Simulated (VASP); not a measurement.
Method: PBEsol GGA, VASP's PBE PAW potentials (set 64) (plane waves; VASP).

VASP input:

KPOINTS:
```
Automatic
0
Gamma
4 4 4
```

### INCAR
```
SYSTEM = Te2Pb
PREC = Accurate
ENCUT = 300
EDIFF = 1E-6
NELM = 100
ALGO = Normal
LREAL = .FALSE.
LASPH = .TRUE.
ISMEAR = -1
SIGMA = 0.1
GGA = PS
LMAXMIX = 4
LWAVE = .FALSE.
LCHARG = .FALSE.
ISIF = 2
```

### POSCAR
```
Te2Pb
1
    2.3224560000     1.3408710000     7.0410390000
   -2.3224560000     1.3408710000     7.0410390000
    0.0000000000    -2.6817410000     7.0410390000
Pb Te
1 2
Direct
  0.0000000000   0.0000000000   0.0000000000
  0.2520000000   0.2520000000   0.2520000000
  0.7480000000   0.7480000000   0.7480000000
```

POTCAR, in this order: Pb_d Te (PBE.64 set). Program: vasp_std.

Output of the run:

**OUTCAR**
```
 ion  position               nearest neighbor table
   1  0.000  0.000  0.000-   3 3.18   2 3.18   3 3.18   3 3.18   2 3.18   2 3.18
   2  0.252  0.252  0.252-   1 3.18   1 3.18   1 3.18
   3  0.748  0.748  0.748-   1 3.18   1 3.18   1 3.18
  LATTYP: Found a trigonal (rhomboedric) cell.
 ALAT       =     7.5344520113
 COS(alpha) =     0.8099702114
 Subroutine PRICEL returns:
 Original cell was already a primitive cell.
 Subroutine GETGRP returns: Found 12 space group operations
The static configuration has the point symmetry D_3d.
The dynamic configuration has the point symmetry D_3d.
 Subroutine INISYM returns: Found 12 space group operations
 Subroutine IBZKPT returns following result:
 Found     13 irreducible k-points:

 Following reciprocal coordinates:
            Coordinates               Weight
  0.000000  0.000000  0.000000      1.000000
  0.250000  0.000000  0.000000      6.000000
  0.500000  0.000000  0.000000      3.000000
  0.250000  0.250000  0.000000      6.000000
  0.500000  0.250000  0.000000     12.000000
 -0.250000  0.250000  0.000000      6.000000
  0.500000  0.500000  0.000000      3.000000
  0.250000  0.250000  0.250000      2.000000
  0.500000  0.250000  0.250000      6.000000
 -0.250000  0.250000  0.250000      6.000000
  0.500000  0.500000  0.250000      6.000000
 -0.250000  0.500000  0.250000      6.000000
  0.500000  0.500000  0.500000      1.000000
   k-points           NKPTS =     13   k-points in BZ     NKDIM =     13   number of bands    NBANDS=     17
   number of dos      NEDOS =    301   number of ions     NIONS =      3
   total plane-waves  NPLWV = 110592
   dimension x,y,z NGX =    48 NGY =   48 NGZ =   48
   dimension x,y,z NGXF=    96 NGYF=   96 NGZF=   96
   ions per type =               1   2
   PREC   = accura    normal or accurate (medium, high low for compatibility)
   ISTART =      0    job   : 0-new  1-cont  2-samecut
   ICHARG =      2    charge: 1-file 2-atom 10-const
   ISPIN  =      1    spin polarized calculation?
   LNONCOLLINEAR =      F non collinear calculations
   LSORBIT =      F    spin-orbit coupling
   INIWAV =      1    electr: 0-lowe 1-rand  2-diag
   ENCUT  =  300.0 eV  22.05 Ry    4.70 a.u.  10.64 10.64 10.64*2*pi/ulx,y,z
   NELM   =    100;   NELMIN=  2; NELMDL= -5     # of ELM steps
   EDIFF  = 0.1E-05   stopping-criterion for ELM
   LREAL  =      F    real-space projection
   NLSPLINE    = F    spline interpolate recip. space projectors
   LMAXMIX     =    4 max onsite mixed and CHGCAR
   VOSKOWN=      0    Vosko Wilk Nusair interpolation
   EDIFFG = 0.1E-04   stopping-criterion for IOM
   NSW    =      0    number of steps for IOM
   NBLOCK =      1;   KBLOCK =      1    inner block; outer block
   IBRION =     -1    ionic relax: 0-MD 1-quasi-New 2-CG
   NFREE  =      0    steps in history (QN), initial steepest desc. (CG)
   ISIF   =      2    stress and relaxation
   ISYM   =      2    0-nonsym 1-usesym 2-fastsym
   TEIN   =    0.0    initial temperature
   TEBEG  =    0.0;   TEEND  =   0.0 temperature during run
   SMASS  =  -3.00    Nose mass-parameter (am)
   PSTRESS=    0.0 pullay stress
   NELECT =      26.0000    total number of electrons
   EFERMI =   0.00;   METHOD = LEGACY
   ISMEAR =    -1;   SIGMA  =   0.10  broadening in eV -4-tet -1-fermi 0-gaus
   IALGO  =     38    algorithm
   LDIAG  =      T    sub-space diagonalisation (order eigenvalues)
   IMIX   =      4    mixing-type and parameters
     AMIX     =   0.40;   BMIX     =  1.00
     AMIX_MAG =   1.60;   BMIX_MAG =  1.00
     AMIN     =   0.10
   GGA     = PS    functional components
   VOSKOWN =     0    Vosko Wilk Nusair interpolation
   LHFCALC =     F    Hartree Fock is set to
   LHFONE  =     F    Hartree Fock one center treatment
...
```

**OSZICAR**
```
       N       E                     dE             d eps       ncg     rms          rms(c)
DAV:   1     0.156334992062E+03    0.15633E+03   -0.82788E+03   466   0.857E+02
DAV:   2     0.114682227577E+01   -0.15519E+03   -0.15374E+03   519   0.276E+02
DAV:   3    -0.100019409781E+02   -0.11149E+02   -0.10913E+02   562   0.777E+01
DAV:   4    -0.103044030742E+02   -0.30246E+00   -0.30165E+00   619   0.169E+01
DAV:   5    -0.103097136254E+02   -0.53106E-02   -0.53102E-02   588   0.163E+00    0.382E+00
DAV:   6    -0.102381899607E+02    0.71524E-01   -0.18198E-01   492   0.429E+00    0.249E+00
DAV:   7    -0.102335852033E+02    0.46048E-02   -0.61695E-02   494   0.180E+00    0.418E-01
DAV:   8    -0.102327578906E+02    0.82731E-03   -0.74076E-03   495   0.895E-01    0.198E-01
DAV:   9    -0.102329141509E+02   -0.15626E-03   -0.71514E-04   534   0.192E-01    0.452E-02
DAV:  10    -0.102329060664E+02    0.80845E-05   -0.25113E-05   597   0.373E-02    0.229E-02
DAV:  11    -0.102329109014E+02   -0.48350E-05   -0.11834E-05   460   0.240E-02    0.102E-02
DAV:  12    -0.102329110523E+02   -0.15094E-06   -0.50631E-07   243   0.488E-03
   1 F= -.10232911E+02 E0= -.10154645E+02  d E =-.156531E+00
```

**OUTCAR**
```
------------------------ aborting loop because EDIFF is reached ----------------------------------------
  FORCE on cell =-STRESS in cart. coord.  units (eV):
  Direction    XX          YY          ZZ          XY          YZ          ZX
  --------------------------------------------------------------------------------------
  Total       -3.2217760     -3.2217763     -2.5996881      0.0000000     -0.0000001      0.0000000
  in kB      -39.2358927    -39.2358968    -31.6598932      0.0000000     -0.0000015      0.0000000
  external PRESSURE =     -36.7105609 kB  Pullay stress =       0.0000000 kB
  volume of cell :      131.56
      direct lattice vectors                 reciprocal lattice vectors
     2.322456000  1.340871000  7.041039000     0.215289332  0.124297347  0.047341492
    -2.322456000  1.340871000  7.041039000    -0.215289332  0.124297347  0.047341492
     0.000000000 -2.681741000  7.041039000     0.000000000 -0.248594694  0.047341510
 POSITION                                       TOTAL-FORCE (eV/Angst)
 -----------------------------------------------------------------------------------
      0.00000      0.00000      0.00000         0.000000     -0.000000     -0.000000
      0.00000      0.00000      5.32303        -0.000000      0.000000      0.027299
      0.00000      0.00000     15.80009        -0.000000     -0.000000     -0.027299
 -----------------------------------------------------------------------------------
    total drift:                                0.000000      0.000000     -0.000000
  FREE ENERGIE OF THE ION-ELECTRON SYSTEM (eV)
  ---------------------------------------------------
  free  energy   TOTEN  =       -10.2329110523 eV

  energy  without entropy=      -10.0763797351  energy(sigma->0) =      -10.15464539
```
(Selected blocks of OUTCAR.)

At this cut-off the stress carries a Pulay error, which pulls relaxed volumes low.

The structure was generated: Te2Pb was put into an ordered model structure, which need not be its known phase. The cell was not relaxed at this level. The k-mesh is coarse (spacing up to 0.40 per Å, 2π included), so the numbers may not be converged in it. The run is one of a series of settings (GGA = PS against the base run), some of them coarse on purpose.
